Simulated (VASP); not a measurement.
# How k-mesh and number of MPI ranks change a VASP run on Ga2O3

How sensitive are energy, pressure and forces of Ga2O3 to the k-mesh and number of MPI ranks? The series runs use LDA. The k-mesh tried: 2 1 2; 3 2 3; 4 2 4; 5 3 5; 7 4 7; 9 5 9; 11 6 11; 14 7 14. The number of MPI ranks tried: 1 ranks; 2 ranks; 4 ranks; 8 ranks. The start is a cell from a database of measured crystal structures.

Method: LDA; plane waves and PAW (Ga_d, O), in VASP 6.6.1.

Most raw output is cut from this account.

## (1) Set-up

The structure is monoclinic, space group C2/m (No. 12). The conventional cell has a = 12.214 Å, b = 3.037 Å, c = 5.798 Å, α = 90.00°, β = 103.83°, γ = 90.00°. Ga has 4 O at 1.83 to 1.86 Å nearest. Nearest to Ga lie 6 O at 1.94 to 2.07 Å. Nearest to O lie 3 Ga at 1.83 to 1.94 Å. Nearest to O lie 4 Ga at 1.86 to 2.07 Å. Nearest to O lie 3 Ga at 1.83 to 1.94 Å. Farther neighbours and most contacts between anions are not listed.

## (2) K-mesh: 2 1 2

The sum over the zone converges with the mesh, fast for insulators and slowly for metals. LDA, the lowest rung, knows the local density alone.

INCAR reads:

```
SYSTEM = Ga2O3
PREC = Accurate
ENCUT = 520
EDIFF = 1E-06
NELM = 100
ISMEAR = -1
SIGMA = 0.05
LREAL = .FALSE.
ALGO = Normal
GGA = CA
NBANDS = 54
LORBIT = 11
LWAVE = .FALSE.
LCHARG = .FALSE.
NCORE = 8
ISIF = 2
```

POSCAR reads:

```
Ga2O3
1.0
    0.0000000000      3.0371000000      0.0000000000
   -1.3859888959      0.0000000000      5.6300087380
    6.1070000000     -1.5185500000      0.0000000000
Ga O
4 6
Direct
    0.0905000000      0.7946000000      0.1810000000
    0.9095000000      0.2054000000      0.8190000000
    0.6586600000      0.3140200000      0.3173200000
    0.3413400000      0.6859800000      0.6826800000
    0.1645000000      0.1098000000      0.3290000000
    0.8355000000      0.8902000000      0.6710000000
    0.1733000000      0.5632000000      0.3466000000
    0.8267000000      0.4368000000      0.6534000000
    0.4959000000      0.2566000000      0.9918000000
    0.5041000000      0.7434000000      0.0082000000
```

KPOINTS reads:

```
Automatic mesh
0
Gamma
2 1 2
0 0 0
```

PAW data sets: Ga_d and O (PBE family, release 64).

The run is started by

```sh
mpirun -np 8 vasp_std
```

Wall time 2.4 s (8 MPI ranks of Intel Xeon 6975P-C (Granite Rapids), shared host); peak memory 0.89 GiB.

The gap is read on the k-mesh alone, so it is an upper bound where the band edges lie off the mesh. Spin-orbit coupling is off here; it would split degenerate levels. The PAW data sets were made with PBE, though LDA sets exist; this is a small mismatch.

This step gave:

```yaml
electronic_steps: 15
electrons: 88
bands: 54
irreducible_k_points: 3
symmetry_operations: 4
free_energy_toten: -66.5687 eV
fermi_energy: 4.805 eV
pressure: -1.170 GPa
metallic: no
valence_top_at_k: 0, 0, 0
conduction_bottom_at_k: 0, 0, 0
least_direct_gap_at_k: 0, 0, 0
gap_on_the_k_mesh: 2.274 eV
least_direct_gap_on_the_k_mesh: 2.274 eV
```

The series starts at -6.6569 eV an atom and -1.17 GPa, after 15 cycles in 2.4 s.

## (3) K-mesh: 3 2 3

Changes to INCAR since step 2:

```diff
@@ -14,3 +14,4 @@
 LCHARG = .FALSE.
-NCORE = 8
+KPAR = 2
+NCORE = 4
 ISIF = 2
```

POSCAR is that of step 2.

KPOINTS reads:

```
Automatic mesh
0
Gamma
3 2 3
0 0 0
```

The run is started by

```sh
mpirun -np 8 vasp_std
```

Elapsed: 4.6 s, on 8 MPI ranks; peak memory 1.1 GiB.

Against the run before the energy moves by -191.19 meV an atom and the pressure by -1.58 GPa, after 15 cycles in 4.6 s.

## (4) K-mesh: 4 2 4

Changes to INCAR since step 3:

```diff
@@ -14,4 +14,4 @@
 LCHARG = .FALSE.
-KPAR = 2
-NCORE = 4
+KPAR = 4
+NCORE = 2
 ISIF = 2
```

POSCAR is that of step 3.

KPOINTS reads:

```
Automatic mesh
0
Gamma
4 2 4
0 0 0
```

The run is started by

```sh
mpirun -np 8 vasp_std
```

Run time: 7.2 s. Hardware: 8 MPI ranks; peak memory 1.3 GiB.

Against the run before the energy moves by -9.10 meV an atom and the pressure by -0.07 GPa, after 15 cycles in 7.2 s.

## (5) K-mesh: 5 3 5

Changes to INCAR since step 4:

```diff
@@ -14,4 +14,3 @@
 LCHARG = .FALSE.
-KPAR = 4
-NCORE = 2
+KPAR = 8
 ISIF = 2
```

POSCAR is that of step 4.

KPOINTS reads:

```
Automatic mesh
0
Gamma
5 3 5
0 0 0
```

The run is started by

```sh
mpirun -np 8 vasp_std
```

Run time: 12 s. Hardware: 8 MPI ranks; peak memory 2.1 GiB; 75 s of CPU time.

Against the run before the energy moves by -4.16 meV an atom and the pressure by +0.01 GPa, after 15 cycles in 12 s.

## (6) K-mesh: 7 4 7

INCAR is that of step 5.

POSCAR is that of step 5.

KPOINTS reads:

```
Automatic mesh
0
Gamma
7 4 7
0 0 0
```

The run is started by

```sh
mpirun -np 8 vasp_std
```

Run time: 30 s. Hardware: 8 MPI ranks; peak memory 2.9 GiB.

Against the run before the energy moves by -0.47 meV an atom and the pressure by +0.01 GPa, after 15 cycles in 30 s.

## (7) K-mesh: 9 5 9

INCAR is that of step 6.

POSCAR is that of step 6.

KPOINTS reads:

```
Automatic mesh
0
Gamma
9 5 9
0 0 0
```

The run is started by

```sh
mpirun -np 8 vasp_std
```

The job ended after 61 s (8 MPI ranks; peak memory 4.2 GiB; 6.4 min of CPU time).

Against the run before the energy moves by -0.03 meV an atom while the pressure stays within 0.01 GPa, after 15 cycles in 61 s.

## (8) K-mesh: 11 6 11

INCAR is that of step 7.

POSCAR is that of step 7.

KPOINTS reads:

```
Automatic mesh
0
Gamma
11 6 11
0 0 0
```

The run is started by

```sh
mpirun -np 8 vasp_std
```

Elapsed: 90 s, on 8 MPI ranks; peak memory 6.4 GiB.

Against the run before the energy moves by -0.01 meV an atom while the pressure stays within 0.01 GPa, after 15 cycles in 90 s.

## (9) K-mesh: 14 7 14

INCAR is that of step 8.

POSCAR is that of step 8.

KPOINTS reads:

```
Automatic mesh
0
Gamma
14 7 14
0 0 0
```

The run is started by

```sh
mpirun -np 8 vasp_std
```

Wall time 2.2 min (8 MPI ranks); peak memory 11 GiB; 17 min of CPU time.

Against the run before the energy stays within 0.01 meV an atom and the pressure within 0.01 GPa, after 15 cycles in 2.2 min.

## (10) The k-mesh series as a table

This step: convergence of LDA results with the mesh; plane waves and PAW (VASP 6.6.1).

This step runs nothing: it gathers the runs above.

Differences are taken from the run with 14 7 14. Results of the series, by row:

| setting | status | energy less the reference (meV/atom) | pressure (GPa) | largest force difference (meV/Å) | gap (eV) | SCF cycles | wall time (s) |
| --- | --- | --- | --- | --- | --- | --- | --- |
| 2 1 2 | converged | 205 | -1.17 | 321.9 | 2.273 | 15 | 2.4 |
| 3 2 3 | converged | 13.77 | -2.752 | 27.41 | 2.353 | 15 | 4.6 |
| 4 2 4 | converged | 4.672 | -2.822 | 16.07 | 2.343 | 15 | 7.2 |
| 5 3 5 | converged | 0.5073 | -2.813 | 1.492 | 2.362 | 15 | 12.2 |
| 7 4 7 | converged | 0.03581 | -2.806 | 0.15 | 2.343 | 15 | 30 |
| 9 5 9 | converged | 0.005437 | -2.804 | 0.036 | 2.342 | 15 | 61 |
| 11 6 11 | converged | -1.55e-4 | -2.803 | 0.034 | 2.332 | 15 | 90 |
| 14 7 14 | converged | 0 | -2.803 | 0 | 2.34 | 15 | 134 |

## (11) Number of MPI ranks: 1 ranks

This step: LDA; plane waves and PAW (Ga_d, O) (VASP 6.6.1).

The same run on more MPI ranks shows how well it scales.

Changes to INCAR since step 9:

```diff
@@ -14,3 +14,2 @@
 LCHARG = .FALSE.
-KPAR = 8
 ISIF = 2
```

POSCAR is that of step 9.

KPOINTS reads:

```
Automatic mesh
0
Gamma
7 4 7
0 0 0
```

The run is started by

```sh
mpirun -np 1 vasp_std
```

The job ended after 2.2 min (1 MPI rank; peak memory 0.35 GiB).

A gap read on the k-mesh alone can miss the band edges.

Numbers from this step:

```yaml
irreducible_k_points: 60
free_energy_toten: -68.6179 eV
fermi_energy: 4.690 eV
pressure: -2.806 GPa
valence_top_at_k: 0.1429, 0.5, 0.4286
gap_on_the_k_mesh: 2.343 eV
```

The series starts at -6.8618 eV an atom and -2.81 GPa, after 15 cycles in 2.2 min.

## (12) Number of MPI ranks: 2 ranks

Changes to INCAR since step 11:

```diff
@@ -14,2 +14,3 @@
 LCHARG = .FALSE.
+KPAR = 2
 ISIF = 2
```

POSCAR is that of step 11.

KPOINTS is that of step 11.

The run is started by

```sh
mpirun -np 2 vasp_std
```

Run time: 68 s. Hardware: 2 MPI ranks; peak memory 0.67 GiB; 2.2 min of CPU time.

Against the first of the series the energy stays within 0.01 meV an atom and the pressure within 0.01 GPa, after 15 cycles in 68 s.

## (13) Number of MPI ranks: 4 ranks

Changes to INCAR since step 12:

```diff
@@ -14,3 +14,3 @@
 LCHARG = .FALSE.
-KPAR = 2
+KPAR = 4
 ISIF = 2
```

POSCAR is that of step 12.

KPOINTS is that of step 12.

The run is started by

```sh
mpirun -np 4 vasp_std
```

It took 37 s on 4 MPI ranks; peak memory 1.4 GiB.

Against the first of the series the energy stays within 0.01 meV an atom and the pressure within 0.01 GPa, after 15 cycles in 37 s.

## (14) Number of MPI ranks: 8 ranks

Changes to INCAR since step 13:

```diff
@@ -14,3 +14,3 @@
 LCHARG = .FALSE.
-KPAR = 4
+KPAR = 8
 ISIF = 2
```

POSCAR is that of step 13.

KPOINTS is that of step 13.

The run is started by

```sh
mpirun -np 8 vasp_std
```

The job ended after 23 s (8 MPI ranks; peak memory 2.9 GiB; 3 min of CPU time).

Against the first of the series the energy stays within 0.01 meV an atom and the pressure within 0.01 GPa, after 15 cycles in 23 s.

## (15) The number of MPI ranks series as a table

This step: convergence of LDA results with the layout; plane waves and PAW (VASP 6.6.1).

No new run; the numbers come from the runs before.

Differences are taken from the run with 1 ranks. Results of the series, by row:

| setting | status | energy less the reference (meV/atom) | pressure (GPa) | largest force difference (meV/Å) | gap (eV) | SCF cycles | wall time (s) |
| --- | --- | --- | --- | --- | --- | --- | --- |
| 1 ranks | converged | 0 | -2.806 | 0 | 2.343 | 15 | 132 |
| 2 ranks | converged | 0 | -2.806 | 0 | 2.343 | 15 | 68 |
| 4 ranks | converged | 0 | -2.806 | 0 | 2.343 | 15 | 37 |
| 8 ranks | converged | 0 | -2.806 | 0 | 2.343 | 15 | 23 |

## (16) Results

| Property | Result |
| --- | --- |
| k-mesh from which the energy stays within 10 meV/atom of the reference | 4 2 4 |
| k-mesh from which the energy stays within 1 meV/atom of the reference | 5 3 5 |
| k-mesh from which the pressure stays within 0.2 GPa of the reference | 3 2 3 |
| spread of the pressure over the k-mesh | 1.65 GPa |
| spread of the energy over the k-mesh | 205 meV/atom |
| wall time from fewest to most ranks | 2.2 min to 23 s |

In words: From 5 3 5 on, the energy stays within 1 meV an atom of the reference, at 9.1 % of its time. The pressure holds within 0.2 GPa from 3 2 3 on. On 8 ranks the run uses the cores at 72 % of the efficiency of 1. Differences are taken from the run with 14 7 14, which is itself not the exact limit. Going from 1 ranks to 8 ranks shortens the run by a factor of 5.7; on a shared host such times are rough. The run at 2 1 2 is over 30 meV an atom or 2 GPa off and describes the material poorly.

[Lines on the potential files, build, host, timing and source positions are cut from VASP's logs without a mark.]

[Logs are printed without paths, hosts, clocks, repeated set-up lines and the standing remarks that a program may print on its own settings, such as how far it seeks lower states.]

[Hosts, paths, dates, database ids (printed as entryN), source tags and the programs' standing remarks are cut or masked in the printed files.]

[A measured line is paired with the nearest computed mode of its activity, which favours agreement.]
